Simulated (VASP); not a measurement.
B2O: single point with LDA

The system is B2O.

```
CELL_PARAMETERS angstrom
2.87900 0.00000 0.00000
-1.43950 2.49329 0.00000
0.00000 0.00000 7.05200
ATOMIC_POSITIONS crystal
B 0.00000 0.00000 0.38000
B 0.00000 0.00000 0.62000
B 0.66667 0.33333 0.02300
B 0.33333 0.66667 0.97700
O 0.66667 0.33333 0.30600
O 0.33333 0.66667 0.69400
```

| Property | Result |
| --- | --- |
| Program | VASP 6.6.1 |
| Task | single point |
| Functional | LDA |
| Potentials or basis | VASP PAW LDA potentials, release 64 (B, O) |
| Cutoff | 520 eV |
| k mesh | 15 × 15 × 6 |
| Occupations | gaussian, width 0.1 eV |
| Spin | no spin polarisation |

* Pressure: -27.6 GPa
* Largest force: 0.108 eV/Å
* Band gap on the k mesh: none (metal or under the smearing width)

Forces in eV/Å, atoms in the order of the input:
```
B    0.000  0.000 -0.066
B    0.000  0.000  0.066
B    0.000  0.000  0.077
B    0.000  0.000 -0.077
O    0.000  0.000 -0.108
O    0.000  0.000  0.108
```

Stress tensor (GPa, compression positive):
```
-37.07   0.00   0.00
  0.00 -37.07   0.00
  0.00   0.00  -8.60
```

Levels at points of the mesh, in eV from the Fermi level:
| k point | band 8 | band 9 | band 10 | band 11 | band 12 | band 13 | band 14 | band 15 | band 16 | band 17 |
| --- | --- | --- | --- | --- | --- | --- | --- | --- | --- | --- |
| (0.00, 0.00, 0.00) | -6.81 | -6.81 | -3.01 | -1.32 | 0.54 | 1.10 | 1.72 | 1.72 | 2.49 | 2.49 |
| (0.00, 0.00, 0.50) | -6.80 | -5.75 | -5.00 | -0.36 | 0.01 | 1.32 | 1.59 | 1.59 | 2.67 | 2.67 |

It took 110 s on 1 thread of Intel(R) Xeon(R) Platinum 8488C (Sapphire Rapids), on a shared host, peak memory 0.22 GiB.

Caveat: so large a pressure means that the cell lies far from this level's equilibrium, or that cutoff or potentials fall short.
